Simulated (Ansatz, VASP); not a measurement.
# MoS2: VASP beside Ansatz, part 3 of 3

One calculation is typed for both programs; each brings its own data sets. How far apart do they land? The cell is taken from a series of runs on this material, whose earlier steps may have relaxed, scaled, displaced or heated it; both programs get it as it stands.

VASP 6.6.1 and Ansatz 0.2.0.

So far: Starting point; Ansatz: zone-centre phonons, PBEsol, pair 1; VASP: zone-centre phonons, PBEsol, pair 1; Comparison.

**5. VASP: zone-centre phonons, PBEsol, pair 2**

Level of this step: PBEsol, no spin polarisation; plane waves and PAW (Mo_sv, S) (VASP).

Second derivatives magnify differences that forces hide, and they need a tight electronic threshold.

The input, INCAR:

```
SYSTEM = MoS2
PREC = Accurate
ENCUT = 500
EDIFF = 1E-08
NELM = 120
ISMEAR = 1
SIGMA = 0.2
LREAL = .FALSE.
ALGO = Normal
GGA = PS
NBANDS = 19
LASPH = .TRUE.
LORBIT = 11
LWAVE = .FALSE.
LCHARG = .FALSE.
ISIF = 2
IBRION = 8
GGA_COMPAT = .FALSE.
NELMDL = -8
KPAR = 2
```

The input, POSCAR:

```
MoS2
1.0
    3.1120395930      0.0000000000      0.0000000000
   -1.5560197965      2.8298606126      0.0000000000
    0.0000000000      0.0000000000     29.5040000000
Mo S
1 2
Direct
    0.0000000000      0.0000000000      0.3389370933
    0.3278195142      0.6556390283      0.3918817599
    0.6721804858      0.3443609717      0.2859924267
```

The input, KPOINTS:

```
Automatic mesh
0
Gamma
15 15 1
0 0 0
```

Potentials, in the order of the species: Mo_sv and S (PBE family, release 64).

Run with:

```console
$ mpirun -np 2 vasp_std
```

Numbers of over 12 decimals in the logs are rounded to 6 here.

What it wrote:

```text
[banner, memory and clock lines left out]
running    2 mpi-ranks, on    1 nodes
[...]
[... a notice as in an earlier step ...]

 LDA part: xc-table for (Slater+PW92), standard interpolation
 POSCAR, INCAR and KPOINTS ok, starting setup
[...]
entering main loop
       N       E                     dE             d eps       ncg     rms          rms(c)
DAV:   1     0.150516272715E+03    0.15052E+03   -0.12629E+04  3432   0.996E+02
DAV:   2    -0.107245164512E+02   -0.16124E+03   -0.15739E+03  3462   0.216E+02
DAV:   3    -0.239397938450E+02   -0.13215E+02   -0.13084E+02  3286   0.568E+01
DAV:   4    -0.241372740235E+02   -0.19748E+00   -0.19513E+00  3262   0.748E+00
[...]
DAV:  28    -0.225125888487E+02   -0.86260E-07    0.20622E-10  1910   0.746E-05    0.460E-05
DAV:  29    -0.225125888718E+02   -0.23073E-07    0.54150E-10  1869   0.430E-05    0.930E-06
DAV:  30    -0.225125888737E+02   -0.19022E-08    0.67096E-10  1588   0.181E-05
   1 F= -.22512589E+02 E0= -.22512586E+02  d E =-.880425E-05
[...]
RMM:  13    -0.938392835240E-01   -0.24767E-07   -0.61971E-08  4336   0.338E-05    0.387E-06
RMM:  14    -0.938392657216E-01    0.17802E-07    0.44694E-08  4307   0.243E-05    0.364E-06
RMM:  15    -0.938392597250E-01    0.59966E-08   -0.29256E-08  4430   0.257E-05    0.130E-06
 first order change of Fermi-energy   0.84210E-01
 force on displaced ion       2 direction 2 :   0.000  -5.113   0.403
 Linear response progress:
  Degree of freedom:   6/  6
       N       E                     dE             d eps       ncg     rms          rms(c)
RMM:   1    -0.173432165066E+00   -0.17343E+00   -0.12355E-01  6088   0.186E+00
RMM:   2    -0.156122510984E+00    0.17310E-01   -0.15032E-02  4065   0.623E-01    0.344E-01
RMM:   3    -0.156326487378E+00   -0.20398E-03   -0.98976E-04  3903   0.176E-01    0.242E-01
RMM:   4    -0.156695005396E+00   -0.36852E-03   -0.63886E-04  3778   0.146E-01    0.822E-02
[...]
RMM:  13    -0.156513561699E+00   -0.60489E-07    0.25014E-08  4389   0.710E-05    0.213E-05
RMM:  14    -0.156513544520E+00    0.17179E-07    0.13352E-09  4327   0.319E-05    0.102E-05
RMM:  15    -0.156513552962E+00   -0.84424E-08   -0.15096E-08  4768   0.507E-05    0.468E-06
 first order change of Fermi-energy  -0.36851E+00
 force on displaced ion       2 direction 3 :   0.000   0.408 -13.187
 Linear response finished
```

OUTCAR, selected parts (step 5):

```text
  Total        0.3199493     -2.2883735     -0.0092300      0.0000000      0.0020790      0.0000000
  in kB        1.9728799    -14.1106307     -0.0569145      0.0000000      0.0128195      0.0000000
  external PRESSURE =      -4.0648885 kB  Pullay stress =       0.0000000 kB

 POSITION                                       TOTAL-FORCE (eV/Angst)
 -----------------------------------------------------------------------------------
      0.00000      0.00000     10.00000         0.000000      0.000000      0.000000
      0.00000      1.85537     11.56208         0.000000      0.000654      0.004573
      1.55602      0.97449      8.43792        -0.000000     -0.000654     -0.004573
 -----------------------------------------------------------------------------------
    total drift:                               -0.000000     -0.000000     -0.000002

[... 1 part as in an earlier step ...]

[... 1 further part left out ...]
```

**6. Ansatz: zone-centre phonons, PBEsol, pair 2**

The same cell, functional, mesh and smearing now go to Ansatz, which takes its cutoff from its data sets.

The cell is taken from a series of runs on this material, whose earlier steps may have relaxed, scaled, displaced or heated it; both programs get it as it stands.

The input, input.yaml:

```yaml
crystal:
  lattice:
    - [3.112039593, 0.0, 0.0]
    - [-1.5560197965, 2.8298606126, 0.0]
    - [0.0, 0.0, 29.504]
  atoms:
    - { symbol: Mo, position: [0.0, 0.0, 0.3389370933] }
    - { symbol: S, position: [0.3278195141, 0.6556390283, 0.3918817599] }
    - { symbol: S, position: [0.6721804859, 0.3443609717, 0.2859924267] }
  periodic: [true, true, false]
kpoints:
  mp_grid: { grid: [15, 15, 1] }
hamiltonian:
  xc: pbesol
  pseudopotentials: { kind: paw, azcp: { folder: soft_1 }, xc_functional: pbe }
scf:
  occupations: { method: methfessel_paxton, width: 0.2 }
output:
  eigenvalues: true
phonons:
  method: dfpt
```

Run with:

```console
$ ansatz run input.yaml --threads 4 --pin off --max-ram 16384MiB --backend cpu --events-out ev --progress --plain --runs-dir out
```

What it wrote:

```text
[...]
Crystal: 3 atoms, lattice volume = 259.831 Å³
Basis set: ecut = 420 eV, 5107 PW (Γ), exchange–correlation on 48×48×400 points (8 copies of the dense FFT grid, shifted against one another)
Bands: 17, of which v1, the nominal top of the filled ones, is band 13 counted from 1 (12 counted from 0)
Symmetry: 4 space group operations
[...]
k-point 2: bands = [... 9 lower, -7.8677, -7.4035, -6.5277, -6.2968, -4.9286, -4.5260, -2.6486, -1.8989]
  k-point 63: bands = [... 9 lower, -9.2338, -8.9763, -8.0125, -5.5002, -4.9687, -3.2718, -2.9796, -0.9829]
[...]
ASR residual: 2.221e-5 → 0.000e0 eV/Å²; symmetrization residual: 1.125e-5 eV/Å²
[...]
ASR residual per site (eV/Å²): 2.22e-5 1.17e-5 9.45e-6
  Γ frequencies (cm⁻¹): 0.00 0.00 0.00 178.31 243.09 258.71 261.84 357.08 400.84
[...]
[key lines of the parts left out:]
SCF converged after 10 iterations
Free energy (F): -6669.263262 eV
Fermi energy:    -5.102292 eV
```

**7. Side by side**

Compared:

```csv
quantity,Ansatz,VASP,difference
optical mode 1 (cm⁻¹),178.3,179.2,-0.50 %
optical mode 2 (cm⁻¹),243.1,243.3,-0.09 %
optical mode 3 (cm⁻¹),258.7,259.3,-0.22 %
optical mode 4 (cm⁻¹),261.8,261.8,+0.01 %
optical mode 5 (cm⁻¹),357.1,357.1,+0.01 %
optical mode 6 (cm⁻¹),400.8,401.4,-0.13 %
```

Modes are paired by rising frequency, not by their patterns, so a pair may set unlike modes beside each other; they are those without the splitting of longitudinal modes. Where the cell holds vacuum, a pressure given here is an average over it and none of the material.

**8. Results**

```json
{"r.m.s. difference of the optical zone-centre modes, each program's sorted by frequency (zone-centre phonons, PBEsol, pair 1)": "0.31 cm⁻¹", "r.m.s. difference of the optical zone-centre modes, each program's sorted by frequency (zone-centre phonons, PBEsol, pair 2)": "0.49 cm⁻¹"}
```

In words: The r.m.s. difference of the optical zone-centre modes, each program's sorted by frequency is 0.31 cm⁻¹ (zone-centre phonons, PBEsol, pair 1). How closely two codes agree says nothing of how well the functional describes the real material.

[Lines on the potential files, build, host, timing and source positions are cut from VASP's logs without a mark.]

[Logs are printed without paths, hosts, clocks, repeated set-up lines and the standing remarks that a program may print on its own settings, such as how far it seeks lower states.]

[Hosts, paths, dates, database ids (printed as entryN), source tags and the programs' standing remarks are cut or masked in the printed files.]
